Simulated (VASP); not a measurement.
These are PBE GGA, VASP's PBE PAW potentials (set 64) (plane waves; VASP 6.6.1) values and carry that method's errors.

Input for VASP

### INCAR
```
EDIFF=1E-7   ! SCF stop (eV)
ISMEAR=0
GGA=PE   ! PBE
LREAL=.False.   ! projection in real space or not
SYSTEM=SiC
SIGMA=0.05
LASPH=.True.   ! aspherical one-centre terms
NELM=100
ALGO=Normal   ! blocked Davidson
LWAVE=.False.
ENCUT=600   ! plane-wave cut-off (eV)
PREC=Accurate
ISIF=2
LCHARG=.False.
```

**POSCAR**
```
SiC
1
   -0.0000000000     2.1896998039     2.1896998039
    2.1896998039     0.0000000000     2.1896998039
    2.1896998039     2.1896998039     0.0000000000
Si C
1 1
Direct
  0.0000000000   0.0000000000   0.0000000000
  0.2500000000   0.2500000000   0.2500000000
```

### KPOINTS
```
kpoints
0
gamma
10 10 10
```

POTCAR, in this order: Si C (PBE.64 set). Program: vasp_std.

Output of the run:

OSZICAR:
```
       N       E                     dE             d eps       ncg     rms          rms(c)
DAV:   1     0.775939035789E+01    0.77594E+01   -0.44825E+03   768   0.945E+02
DAV:   2    -0.164941686945E+02   -0.24254E+02   -0.23065E+02  1136   0.116E+02
DAV:   3    -0.168744767052E+02   -0.38031E+00   -0.38031E+00   832   0.185E+01
DAV:   4    -0.168758831755E+02   -0.14065E-02   -0.14065E-02  1224   0.125E+00
DAV:   5    -0.168758834854E+02   -0.30994E-06   -0.30994E-06   824   0.156E-02    0.865E+00
DAV:   6    -0.151189219422E+02    0.17570E+01   -0.75768E+00   808   0.156E+01    0.379E+00
DAV:   7    -0.150694444420E+02    0.49478E-01   -0.32317E-01  1144   0.407E+00    0.174E+00
DAV:   8    -0.150617741171E+02    0.76703E-02   -0.18588E-02   792   0.126E+00    0.164E-01
DAV:   9    -0.150620658641E+02   -0.29175E-03   -0.82668E-04  1208   0.246E-01    0.103E-01
DAV:  10    -0.150621780247E+02   -0.11216E-03   -0.21333E-04  1040   0.115E-01    0.221E-02
DAV:  11    -0.150621789673E+02   -0.94260E-06   -0.44057E-05   960   0.408E-02    0.562E-03
DAV:  12    -0.150621791163E+02   -0.14901E-06   -0.17307E-06   896   0.102E-02    0.139E-03
DAV:  13    -0.150621792076E+02   -0.91330E-07   -0.16138E-07   776   0.342E-03
   1 F= -.15062179E+02 E0= -.15062179E+02  d E =-.337778E-15
```

OUTCAR:
```
------------------------ aborting loop because EDIFF is reached ----------------------------------------
  FORCE on cell =-STRESS in cart. coord.  units (eV):
  Direction    XX          YY          ZZ          XY          YZ          ZX
  --------------------------------------------------------------------------------------
  Total       -0.0179120     -0.0179120     -0.0179120      0.0000000      0.0000000     -0.0000000
  in kB       -1.3666945     -1.3666945     -1.3666945      0.0000000      0.0000000     -0.0000000
  external PRESSURE =      -1.3666945 kB  Pullay stress =       0.0000000 kB
  volume of cell :       21.00
      direct lattice vectors                 reciprocal lattice vectors
     0.000000000  2.189699804  2.189699804    -0.228341802  0.228341802  0.228341802
     2.189699804  0.000000000  2.189699804     0.228341802 -0.228341802  0.228341802
     2.189699804  2.189699804  0.000000000     0.228341802  0.228341802 -0.228341802
  FREE ENERGIE OF THE ION-ELECTRON SYSTEM (eV)
  ---------------------------------------------------
  free  energy   TOTEN  =       -15.0621792076 eV

  energy  without entropy=      -15.0621792076  energy(sigma->0) =      -15.06217921
```
(Selected blocks of OUTCAR.)

The compound is SiC in the zinc blende structure. It was relaxed first.
